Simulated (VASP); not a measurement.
Energy against volume of SrVO3 (cubic perovskite). These are PBE GGA with D3 dispersion (zero damping), VASP's PBE PAW potentials (set 64) (plane waves; VASP) values and carry that method's errors. Numerical set-up: 520 eV cut-off, 8×8×8 Γ-centred mesh, first-order Methfessel-Paxton smearing of 0.10 eV, potentials Sr_sv V_sv O.

```json
[
 {"V (Å³/atom)": "10.671", "E (eV/atom)": "-8.00795"},
 {"V (Å³/atom)": "11.012", "E (eV/atom)": "-8.02906"},
 {"V (Å³/atom)": "11.353", "E (eV/atom)": "-8.03606"},
 {"V (Å³/atom)": "11.693", "E (eV/atom)": "-8.03109"}
]
```

**Question.** Fit these four points and predict the energy of the run at 12.034 Å³/atom.

**Answer.** A cubic in V^(−2/3), the third-order Birch-Murnaghan form, passes through the four points with V0 = 11.37 Å³/atom and B0 = 186 GPa, and gives -8.0159 eV/atom there. The run gave -8.0159 eV/atom, -0.0 meV/atom from the fit; all five points give B0 = 186 GPa.

The compound is SrVO3 in the cubic perovskite structure. It was relaxed first. The run is not spin-polarised, so no magnetic state was tried.
